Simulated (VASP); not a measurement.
Level of theory: PBE GGA, VASP's PBE PAW potentials (set 64) (plane waves; VASP 6.6.1).

VASP ran on this input.

**POSCAR**
```
NaI
1
    0.0000000000     3.2598451955     3.2598451955
    3.2598451955     0.0000000000     3.2598451955
    3.2598451955     3.2598451955     0.0000000000
Na I
1 1
Direct
  0.0000000000   0.0000000000   0.0000000000
  0.5000000000   0.5000000000   0.5000000000
```

**KPOINTS**
```
k-points along high-symmetry lines
15
Line-mode
Reciprocal
  0.000000   0.000000   0.000000 ! GAMMA
  0.500000   0.000000   0.500000 ! X

  0.500000   0.000000   0.500000 ! X
  0.625000   0.250000   0.625000 ! U

  0.375000   0.375000   0.750000 ! K
  0.000000   0.000000   0.000000 ! GAMMA

  0.000000   0.000000   0.000000 ! GAMMA
  0.500000   0.500000   0.500000 ! L

  0.500000   0.500000   0.500000 ! L
  0.500000   0.250000   0.750000 ! W

  0.500000   0.250000   0.750000 ! W
  0.500000   0.000000   0.500000 ! X
```

### INCAR
```
! general
SYSTEM   =  NaI
PREC     =  Accurate
ENCUT    =  350
LREAL    =  .FALSE.
LASPH    =  .TRUE.
ICHARG   =  11

! electronic loop
EDIFF    =  1E-6
NELM     =  100
ALGO     =  Normal
LMAXMIX  =  4

! smearing
ISMEAR   =  0
SIGMA    =  0.05

! functional
GGA      =  PE

! output
LWAVE    =  .FALSE.
LCHARG   =  .FALSE.
```

POTCAR, in this order: Na_pv I (PBE.64 set). Program: vasp_std. Read from the step before: CHGCAR.

Output

OSZICAR:
```
       N       E                     dE             d eps       ncg     rms          rms(c)
DAV:   1     0.634412475621E+02    0.63441E+02   -0.56540E+03  2047   0.838E+02
DAV:   2    -0.144391341407E+00   -0.63586E+02   -0.59745E+02  2128   0.203E+02
DAV:   3    -0.483706888108E+01   -0.46927E+01   -0.46763E+01  2412   0.592E+01
DAV:   4    -0.495698974869E+01   -0.11992E+00   -0.11987E+00  2554   0.102E+01
DAV:   5    -0.495961120617E+01   -0.26215E-02   -0.26214E-02  2335   0.141E+00
DAV:   6    -0.495973214130E+01   -0.12094E-03   -0.12094E-03  2954   0.287E-01
DAV:   7    -0.495973293127E+01   -0.78997E-06   -0.78998E-06  2143   0.182E-02
   1 F= -.49597329E+01 E0= -.49597329E+01  d E =-.115784E-17
```

### OUTCAR
```
 val. band max:        0.6584818723   @ k =   0.0000   0.0000   0.0000

 cond. band min:       4.2409203476   @ k =   0.0000   0.0000   0.0000



 k-point     1 :       0.0000    0.0000    0.0000
  band No.  band energies     occupation
      1     -21.7972      2.00000
      2     -21.7972      2.00000
      3     -21.7972      2.00000
      4     -10.3048      2.00000
      5       0.6585      2.00000
      6       0.6585      2.00000
      7       0.6585      2.00000
      8       4.2409      0.00000
      9       8.5857      0.00000
     10       8.5857      0.00000
     11       8.5857      0.00000

 k-point     2 :       0.0357    0.0000    0.0357
  band No.  band energies     occupation
      1     -21.7974      2.00000
      2     -21.7974      2.00000
      3     -21.7974      2.00000
      4     -10.3003      2.00000
      5       0.6132      2.00000
      6       0.6478      2.00000
      7       0.6478      2.00000
      8       4.3065      0.00000
      9       8.5106      0.00000
     10       8.6147      0.00000
     11       8.6147      0.00000

 k-point     3 :       0.0714    0.0000    0.0714
  band No.  band energies     occupation
      1     -21.7976      2.00000
      2     -21.7974      2.00000
      3     -21.7974      2.00000
      4     -10.2868      2.00000
      5       0.4884      2.00000
      6       0.6166      2.00000
      7       0.6166      2.00000
      8       4.4908      0.00000
      9       8.3172      0.00000
     10       8.7005      0.00000
     11       8.7005      0.00000

 k-point     4 :       0.1071    0.0000    0.1071
  band No.  band energies     occupation
      1     -21.7978      2.00000
      2     -21.7975      2.00000
      3     -21.7975      2.00000
      4     -10.2651      2.00000
      5       0.3089      2.00000
      6       0.5674      2.00000
      7       0.5674      2.00000
      8       4.7640      0.00000
      9       8.0630      0.00000
     10       8.8396      0.00000
...
```

The density is held fixed in this step, so its total energy and stress have no physical meaning. Unless said otherwise, spin-orbit coupling is left out, though it shifts the bands of the heavy elements here.

The compound is NaI in the rock salt structure. It was relaxed first.
